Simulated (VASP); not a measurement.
**Lithium: input slips in a relaxation and what they do**

Some relaxations of Lithium get a fault in the input on purpose. Which of them show, and how? The starting structure is a measured crystal structure from the Crystallography Open Database. The first relaxation on each setting starts from this cell expanded by 3 % in volume.

Method: Kohn-Sham DFT with plane waves and PAW; PBEsol, in VASP 6.6.1.

### 1. The starting structure

Symmetry: Im-3m, No. 229, cubic system. The conventional cell has a = 3.509 Å, b = 3.509 Å, c = 3.509 Å, α = 90.00°, β = 90.00°, γ = 90.00°. Li has 8 Li at 3.04 Å nearest.

Coordinates:

```xyz
1
Lattice="-1.7547 1.7547 1.7547 1.7547 -1.7547 1.7547 1.7547 1.7547 -1.7547" Properties=species:S:1:pos:R:3 pbc="T T T"
Li    0.0000    0.0000    0.0000
```

### 2. Reference relaxation

This run starts from the cell of an earlier relaxation, which isn't shown; the restart sets up the plane waves anew.

File INCAR:

```
SYSTEM = Li
PREC = Accurate
ENCUT = 650
EDIFF = 1E-06
NELM = 100
ISMEAR = 1
SIGMA = 0.15
LREAL = .FALSE.
ALGO = Normal
GGA = PS
NBANDS = 7
LORBIT = 11
LWAVE = .FALSE.
LCHARG = .FALSE.
KPAR = 2
IBRION = 2
NSW = 50
ISIF = 3
EDIFFG = -0.004
```

File POSCAR:

```
Li
1.0
   -1.7088669694      1.7088669694      1.7088669694
    1.7088669694     -1.7088669694      1.7088669694
    1.7088669694      1.7088669694     -1.7088669694
Li
1
Direct
    0.0000000000      0.0000000000      0.0000000000
```

File KPOINTS:

```
Automatic mesh
0
Gamma
18 18 18
0 0 0
```

PAW data sets: Li_sv (PBE family, release 64).

Command:

```console
> mpirun -np 2 vasp_std
```

The log of the run:

```text
[banner, memory and clock lines left out]
running    2 mpi-ranks, on    1 nodes
 distrk:  each k-point on    1 cores,    2 groups
 distr:  one band on    1 cores,    1 groups

 POSCAR found type information on POSCAR Li
 POSCAR found :  1 types and       1 ions
|                                                                             |
|               ----> ADVICE to this user running VASP <----                  |
|                                                                             |
|     You enforced a specific xc type in the INCAR file but a different       |
|     [... a line on the potential file left out ...]
|     I HOPE YOU KNOW WHAT YOU ARE DOING!                                     |
|                                                                             |

 LDA part: xc-table for (Slater+PW92), standard interpolation
 POSCAR, INCAR and KPOINTS ok, starting setup
 FFT: planning ... GRIDC
 FFT: planning ... GRID_SOFT
 FFT: planning ... GRID
 WAVECAR not read
 entering main loop
       N       E                     dE             d eps       ncg     rms          rms(c)
DAV:   1     0.263909061194E+00    0.26391E+00   -0.81577E+02  2737   0.342E+02
DAV:   2    -0.190859276976E+01   -0.21725E+01   -0.20850E+01  3962   0.434E+01
DAV:   3    -0.196787217987E+01   -0.59279E-01   -0.59245E-01  3164   0.526E+00
DAV:   4    -0.196887894638E+01   -0.10068E-02   -0.10063E-02  3752   0.610E-01
DAV:   5    -0.196888403092E+01   -0.50845E-05   -0.50845E-05  3346   0.389E-02    0.343E-01
DAV:   6    -0.196733930016E+01    0.15447E-02   -0.64483E-04  3885   0.131E-01    0.191E-01
DAV:   7    -0.196656949030E+01    0.76981E-03   -0.14735E-03  3780   0.203E-01    0.295E-02
DAV:   8    -0.196658554259E+01   -0.16052E-04   -0.15103E-04  3017   0.746E-02    0.219E-03
DAV:   9    -0.196658480787E+01    0.73472E-06   -0.33791E-06  3766   0.131E-02
   1 F= -.19665848E+01 E0= -.19664740E+01  d E =-.196658E+01
 curvature:   0.00 expect dE= 0.000E+00 dE for cont linesearch  0.000E+00
 trial: gam= 0.00000 g(F)=  0.137E-65 g(S)=  0.609E-06 ort = 0.000E+00 (trialstep = 0.100E+01)
 search vector abs. value=  0.610E-06
 reached required accuracy - stopping structural energy minimisation
```

Wall time 16 s (2 MPI ranks of AMD EPYC 7R43, shared host); peak memory 0.26 GiB; 32 s of CPU time.

The logs omit lines about the potential files and the build; timing stands in the text.

From OUTCAR (step 2):

```text
ion  position               nearest neighbor table
   1  0.000  0.000  0.000-

  LATTYP: Found a body centered cubic cell.
 ALAT       =     3.4177339388

 Subroutine GETGRP returns: Found 48 space group operations
 (whereof 48 operations were pure point group operations)

The static configuration has the point symmetry O_h .

 Found    195 irreducible k-points:

   k-points           NKPTS =    195   k-points in BZ     NKDIM =    195   number of bands    NBANDS=      7

   dimension x,y,z NGX =    28 NGY =   28 NGZ =   28
   dimension x,y,z NGXF=    56 NGYF=   56 NGZF=   56

   ENCUT  =  650.0 eV  47.77 Ry    6.91 a.u.   6.15  6.15  6.15*2*pi/ulx,y,z

   NELECT =       3.0000    total number of electrons

 k-points in reciprocal lattice and weights: Automatic mesh
   0.00000000  0.00000000  0.00000000       0.000
   0.05555556  0.00000000  0.00000000       0.002
   0.11111111  0.00000000  0.00000000       0.002
   0.16666667  0.00000000  0.00000000       0.002
   0.22222222  0.00000000  0.00000000       0.002
   0.27777778  0.00000000  0.00000000       0.002
   0.33333333  0.00000000  0.00000000       0.002
   0.38888889  0.00000000  0.00000000       0.002
   0.44444444  0.00000000  0.00000000       0.002
[...]
0.50000000  0.50000000  0.44444444       0.002
   0.50000000  0.50000000  0.50000000       0.000

 average (electrostatic) potential at core
       1 -64.5528

 E-fermi :   0.6756

 k-point     1 :       0.0000    0.0000    0.0000
  band No.  band energies     occupation
      1     -45.2109      2.00000
      2      -2.9109      2.00000
      3      15.4584      0.00000
      4      15.4585      0.00000
      5      15.4585      0.00000
      6      20.2181      0.00000
      7      20.2181      0.00000

 k-point     2 :       0.0556    0.0000    0.0000
  band No.  band energies     occupation
      1     -45.2101      2.00000
      2      -2.8512      2.00000
      3      15.0550      0.00000
      4      15.1469      0.00000
      5      15.3532      0.00000
      6      19.2190      0.00000
      7      19.3825      0.00000

 k-point     3 :       0.1111    0.0000    0.0000
  band No.  band energies     occupation
      1     -45.2082      2.00000
      2      -2.6751      2.00000
      3      13.8503      0.00000
      4      14.4500      0.00000
      5      15.0504      0.00000
      6      18.1887      0.00000
      7      18.2600      0.00000

  Total        0.0020521      0.0020521      0.0020521     -0.0000000     -0.0000000      0.0000000
  in kB        0.1647101      0.1647101      0.1647101     -0.0000000     -0.0000000      0.0000000
  external PRESSURE =       0.1647101 kB  Pullay stress =       0.0000000 kB

  energy-cutoff  :      650.00
  volume of cell :       19.96
      direct lattice vectors                 reciprocal lattice vectors
    -1.708866969  1.708866969  1.708866969     0.000000000  0.292591529  0.292591529
     1.708866969 -1.708866969  1.708866969     0.292591529  0.000000000  0.292591529
     1.708866969  1.708866969 -1.708866969     0.292591529  0.292591529  0.000000000

 POSITION                                       TOTAL-FORCE (eV/Angst)
 -----------------------------------------------------------------------------------
      0.00000      0.00000      0.00000        -0.000000     -0.000000      0.000000
 -----------------------------------------------------------------------------------
    total drift:                                0.000000     -0.000000      0.000000

  FREE ENERGIE OF THE ION-ELECTRON SYSTEM (eV)
  ---------------------------------------------------
  free  energy   TOTEN  =        -1.9665848079 eV

  energy  without entropy=       -1.9662525093  energy(sigma->0) =       -1.96647404

 reached required accuracy - stopping structural energy minimisation

 total charge
# of ion       s       p       d       tot
------------------------------------------
    1        2.033   0.046   0.000   2.079

[... 3 further parts left out ...]
```

CONTCAR:

```
Li
   1.00000000000000
    -1.7088669694000000    1.7088669694000000    1.7088669694000000
     1.7088669694000000   -1.7088669694000000    1.7088669694000000
     1.7088669694000000    1.7088669694000000   -1.7088669694000000
  Li
     1
Direct
     0.0000000000000000    0.0000000000000000    0.0000000000000000
```

This run has no spin polarisation. Its electron count is odd, so without a moment it is a metal by construction. The PAW data sets were made with PBE, which is usual practice but a small mismatch for other functionals. The run keeps the 48 symmetry operations of its start, so it cannot find a distortion of lower symmetry.

The reference relaxation ends at 19.961 Å³ an atom.

### 3. Relaxation with the cell held fixed (ISIF = 2)

A slip made on purpose: the cell held fixed (ISIF = 2). Against step 2 the input has ISIF = 2 (also changed: NELM).

Edit INCAR of step 2 so:

```diff
@@ -4,3 +4,3 @@
 EDIFF = 1E-06
-NELM = 100
+NELM = 60
 ISMEAR = 1
@@ -17,3 +17,3 @@
 NSW = 50
-ISIF = 3
+ISIF = 2
 EDIFFG = -0.004
```

File POSCAR:

```
Li
1.0
   -1.7720239022      1.7720239022      1.7720239022
    1.7720239022     -1.7720239022      1.7720239022
    1.7720239022      1.7720239022     -1.7720239022
Li
1
Direct
    0.0000000000      0.0000000000      0.0000000000
```

KPOINTS is that of step 2.

Command:

```console
> mpirun -np 2 vasp_std
```

The log of the run:

```text
[banner, memory and clock lines left out]
running    2 mpi-ranks, on    1 nodes
[...]
[... a notice as in an earlier step ...]

 LDA part: xc-table for (Slater+PW92), standard interpolation
 POSCAR, INCAR and KPOINTS ok, starting setup
[...]
entering main loop
       N       E                     dE             d eps       ncg     rms          rms(c)
DAV:   1     0.345563941726E+00    0.34556E+00   -0.80997E+02  2737   0.338E+02
DAV:   2    -0.190850118254E+01   -0.22541E+01   -0.21531E+01  3934   0.434E+01
DAV:   3    -0.196122466500E+01   -0.52723E-01   -0.52647E-01  3213   0.535E+00
DAV:   4    -0.196247296901E+01   -0.12483E-02   -0.12482E-02  3724   0.708E-01
[...]
DAV:   8    -0.195974282525E+01   -0.11901E-04   -0.12316E-04  2989   0.688E-02    0.220E-03
DAV:   9    -0.195974127422E+01    0.15510E-05   -0.17847E-06  4256   0.123E-02    0.492E-04
DAV:  10    -0.195974065367E+01    0.62055E-06   -0.68746E-08  1533   0.211E-03
   1 F= -.19597407E+01 E0= -.19596472E+01  d E =-.195974E+01
[...]
reached required accuracy - stopping structural energy minimisation
```

Elapsed: 15 s, on 2 MPI ranks; peak memory 0.27 GiB; 28 s of CPU time.

Parts of OUTCAR (step 3):

```text
  Total       -0.1778610     -0.1778610     -0.1778610      0.0000000      0.0000000     -0.0000000
  in kB      -12.8033176    -12.8033176    -12.8033176      0.0000000      0.0000000     -0.0000000
  external PRESSURE =     -12.8033176 kB  Pullay stress =       0.0000000 kB

 POSITION                                       TOTAL-FORCE (eV/Angst)
 -----------------------------------------------------------------------------------
      0.00000      0.00000      0.00000         0.000000      0.000000     -0.000000
 -----------------------------------------------------------------------------------
    total drift:                                0.000000     -0.000000      0.000000

  FREE ENERGIE OF THE ION-ELECTRON SYSTEM (eV)
  ---------------------------------------------------
  free  energy   TOTEN  =        -1.9597406537 eV

  energy  without entropy=       -1.9594602684  energy(sigma->0) =       -1.95964719

[... 2 parts as in an earlier step ...]

[... 2 further parts left out ...]
[key lines of the parts left out:]
E-fermi :   0.3840
```

With the cell held fixed (ISIF = 2) the cell ends at 22.257 Å³ an atom, +11.50 % from the reference.

### 4. Relaxation with a smearing far too wide

A slip made on purpose: a smearing far too wide. Against step 2 the input has ISMEAR = 0 and SIGMA = 2 (also changed: NELM).

Edit INCAR of step 3 so:

```diff
@@ -5,4 +5,4 @@
 NELM = 60
-ISMEAR = 1
-SIGMA = 0.15
+ISMEAR = 0
+SIGMA = 2
 LREAL = .FALSE.
@@ -17,3 +17,3 @@
 NSW = 50
-ISIF = 2
+ISIF = 3
 EDIFFG = -0.004
```

POSCAR is that of step 3.

KPOINTS is that of step 3.

Command:

```console
> mpirun -np 2 vasp_std
```

The log of the run:

```text
[... set-up lines as in an earlier step ...]
 entering main loop
       N       E                     dE             d eps       ncg     rms          rms(c)
DAV:   1    -0.305217950642E-01   -0.30522E-01   -0.80997E+02  2737   0.338E+02
DAV:   2    -0.234128201086E+01   -0.23108E+01   -0.22323E+01  3934   0.436E+01
DAV:   3    -0.239587078464E+01   -0.54589E-01   -0.54487E-01  3213   0.540E+00
DAV:   4    -0.239707732216E+01   -0.12065E-02   -0.12063E-02  3724   0.695E-01
DAV:   5    -0.239709058987E+01   -0.13268E-04   -0.13267E-04  3297   0.516E-02    0.584E-01
DAV:   6    -0.239489781141E+01    0.21928E-02   -0.61550E-04  4053   0.137E-01    0.334E-01
DAV:   7    -0.239361766827E+01    0.12801E-02   -0.14338E-03  4144   0.211E-01    0.216E-02
DAV:   8    -0.239362610514E+01   -0.84369E-05   -0.10319E-04  2996   0.657E-02    0.239E-03
DAV:   9    -0.239362515899E+01    0.94615E-06   -0.15594E-06  4347   0.117E-02
   1 F= -.23936252E+01 E0= -.20041098E+01  d E =-.239363E+01
[...]
2 F= -.23937635E+01 E0= -.20048826E+01  d E =-.138347E-03
[...]
3 F= -.23940015E+01 E0= -.20070232E+01  d E =-.376327E-03
[...]
4 F= -.23940190E+01 E0= -.20076969E+01  d E =-.393890E-03
[...]
reached required accuracy - stopping structural energy minimisation
```

The job ended after 35 s (2 MPI ranks; peak memory 0.26 GiB; 67 s of CPU time).

From OUTCAR (step 4):

```text
  Total       -0.0004410     -0.0004410     -0.0004410      0.0000000      0.0000000     -0.0000000
  in kB       -0.0325044     -0.0325044     -0.0325044      0.0000000      0.0000000     -0.0000000
  external PRESSURE =      -0.0325044 kB  Pullay stress =       0.0000000 kB

 POSITION                                       TOTAL-FORCE (eV/Angst)
 -----------------------------------------------------------------------------------
     -1.75818      1.75818      1.75818         0.000000      0.000000     -0.000000
 -----------------------------------------------------------------------------------
    total drift:                               -0.000000     -0.000000      0.000000

  FREE ENERGIE OF THE ION-ELECTRON SYSTEM (eV)
  ---------------------------------------------------
  free  energy   TOTEN  =        -2.3940190491 eV

  energy  without entropy=       -1.6213746913  energy(sigma->0) =       -2.00769687

[... 2 parts as in an earlier step ...]

[... 2 further parts left out ...]
[key lines of the parts left out:]
E-fermi :   0.3358
```

With a smearing far too wide the cell ends at 21.740 Å³ an atom, +8.91 % from the reference.

### 5. Relaxation with too few ionic steps

A slip made on purpose: too few ionic steps. Against step 2 the input has NSW = 2 (also changed: NELM).

Edit INCAR of step 4 so:

```diff
@@ -5,4 +5,4 @@
 NELM = 60
-ISMEAR = 0
-SIGMA = 2
+ISMEAR = 1
+SIGMA = 0.15
 LREAL = .FALSE.
@@ -16,3 +16,3 @@
 IBRION = 2
-NSW = 50
+NSW = 2
 ISIF = 3
```

POSCAR is that of step 4.

KPOINTS is that of step 4.

Command:

```console
> mpirun -np 2 vasp_std
```

The log of the run:

```text
[... set-up lines as in an earlier step ...]
 entering main loop
       N       E                     dE             d eps       ncg     rms          rms(c)
[... 10 cycles as in an earlier step ...]
   1 F= -.19597407E+01 E0= -.19596472E+01  d E =-.195974E+01
[...]
N       E                     dE             d eps       ncg     rms          rms(c)
DAV:   1    -0.196554470847E+01   -0.58034E-02   -0.53569E-02  3332   0.168E+00    0.496E-01
DAV:   2    -0.196448938721E+01    0.10553E-02   -0.23140E-03  3402   0.411E-01    0.297E-01
DAV:   3    -0.196383333447E+01    0.65605E-03   -0.13818E-03  4865   0.183E-01    0.327E-02
DAV:   4    -0.196382504034E+01    0.82941E-05   -0.26557E-05  3451   0.443E-02    0.465E-03
DAV:   5    -0.196382774046E+01   -0.27001E-05   -0.60223E-06  3598   0.187E-02    0.113E-03
DAV:   6    -0.196382738511E+01    0.35535E-06   -0.13090E-07  1407   0.370E-03
   2 F= -.19638274E+01 E0= -.19637303E+01  d E =-.408673E-02
 trial-energy change:   -0.004087  1 .order   -0.004064   -0.004578   -0.003550
 step:   3.3933(harm=  4.4534)  dis= 0.00000  next Energy=    -1.968383 (dE=-0.864E-02)
```

The job ended after 25 s (2 MPI ranks; peak memory 0.27 GiB).

[end of part 1 of 2]

[Lines on the potential files, build, host, timing and source positions are cut from VASP's logs without a mark.]

[Logs are printed without paths, hosts, clocks, repeated set-up lines and the standing remarks that a program may print on its own settings, such as how far it seeks lower states.]

[Hosts, paths, dates, database ids (printed as entryN), source tags and the programs' standing remarks are cut or masked in the printed files.]
